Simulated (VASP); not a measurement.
```
RuSi
1.0
    4.73153     0.00000     0.00000
    0.00000     4.73153     0.00000
    0.00000     0.00000     4.73153
Si Ru
4 4
Direct
  0.16233   0.33767   0.66233
  0.66233   0.16233   0.33767
  0.83767   0.83767   0.83767
  0.33767   0.66233   0.16233
  0.87048   0.62952   0.37048
  0.37048   0.87048   0.62952
  0.12952   0.12952   0.12952
  0.62952   0.37048   0.87048
```

Calculation: PBE GGA, VASP's PBE PAW potentials (set 64) (plane waves; VASP). Run with 400 eV cut-off, 5×5×5 Γ-centred mesh, tetrahedra with Blöchl corrections, potentials Si Ru_pv.

### Question
What does the run give for the energy per atom (σ→0)?

### Answer

- energy per atom (σ→0): -7.960 eV/atom

Total energies compare only between runs with the same potentials, cut-off and functional.

The compound is RuSi in the B20 structure. It was relaxed first.
